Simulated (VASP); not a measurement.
The system is Ir.

```
Ir
1.0
     0.00000    1.92696    1.92696
     1.92696    0.00000    1.92696
     1.92696    1.92696    0.00000
Ir
1
Cartesian
  0.0000 0.0000 0.0000
```

| Item | Value |
| --- | --- |
| Program | VASP 6.6.1 |
| Task | relaxation of cell and atoms |
| Functional | RPBE |
| Potentials or basis | VASP PAW PBE potentials, release 64 (Ir) |
| Cutoff | 600 eV |
| k mesh | 18 × 18 × 18 |
| Occupations | gaussian, width 0.1 eV |
| Spin | no spin polarisation |

At the start: pressure 9.4 GPa; volume 14.31 Å³/atom.

Task: Where does the relaxation end?

Result: Over 4 steps the energy falls by 10.8 meV/atom and the volume is 14.69 Å³/atom (+2.7 %); space group Fm-3m (No. 225, to 0.05 Å).

The path:
```csv
step,energy change (eV),largest force (eV/Å),pressure (GPa),volume (Å³)
1,0.0000,0.0000,9.38,14.31
2,0.1076,0.0000,-24.16,16.12
3,-0.0108,0.0000,-0.34,14.71
4,-0.0108,0.0000,-0.03,14.69
```

Final structure:
```
Ir
1.0
     0.00000    1.94401    1.94401
     1.94401    0.00000    1.94401
     1.94401    1.94401    0.00000
Ir
1
Direct
  0.00000 0.00000 0.00000
```

Caveat: the PAW data sets were made with another functional, which shifts forces and pressure a little.
